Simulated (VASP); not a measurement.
Given:

```
CrC
1.0
    0.00000     2.22567     2.22567
    2.22567     0.00000     2.22567
    2.22567     2.22567     0.00000
Cr C
1 1
Direct
  0.00000   0.00000   0.00000
  0.25000   0.25000   0.25000
```
Starting moments (μB, in the order of the record's atoms Cr C): -1.8 0.2.

Calculation: PBE GGA, VASP's PBE PAW potentials (set 64) (plane waves; VASP). Run with 520 eV cut-off, Gaussian smearing of 0.050 eV, potentials Cr_pv C.

Task: Give the spin-up energies of bands 5 to 12 at the high-symmetry points, in eV from the Fermi level.

Result: 
```
band      Γ      X      U      L      W
----  -----  -----  -----  -----  -----
5     -3.03  -4.78  -4.14  -4.30  -3.89
6     -3.03  -1.19  -1.96  -2.46  -2.28
7     -3.03  -1.19  -1.58  -2.46  -1.14
8      1.66  -0.18  -0.15   1.94  -0.42
9      1.66   2.41   1.75   1.94   1.30
10     6.97   2.92   2.52   2.23   2.73
11     7.26   2.92   3.92   5.39   3.25
12     7.26   3.38   4.19   5.39   4.67
```

Task: Give the spin-down energies of bands 5 to 12 at the high-symmetry points, in eV from the Fermi level.

Result: 
```json
[
 {"band": "5", "Γ": "-3.63", "X": "-5.33", "U": "-4.71", "L": "-4.49", "W": "-4.47"},
 {"band": "6", "Γ": "-3.63", "X": "-1.56", "U": "-2.15", "L": "-3.18", "W": "-2.68"},
 {"band": "7", "Γ": "-3.63", "X": "-1.56", "U": "-2.10", "L": "-3.18", "W": "-1.71"},
 {"band": "8", "Γ": "-0.56", "X": "-1.15", "U": "-1.23", "L": "-0.10", "W": "-1.02"},
 {"band": "9", "Γ": "-0.56", "X": "0.06", "U": "-0.20", "L": "-0.10", "W": "-0.17"},
 {"band": "10", "Γ": "6.42", "X": "1.76", "U": "1.20", "L": "1.04", "W": "0.77"},
 {"band": "11", "Γ": "6.73", "X": "1.94", "U": "2.31", "L": "4.77", "W": "1.96"},
 {"band": "12", "Γ": "6.73", "X": "1.94", "U": "3.10", "L": "4.77", "W": "3.10"}
]
```

It has no gap at this level: it comes out as a metal or semimetal.

The structure was generated: CrC was put into the zinc blende type (F-43m), which need not be its known phase. It was relaxed first, which changed the volume by -28 %.
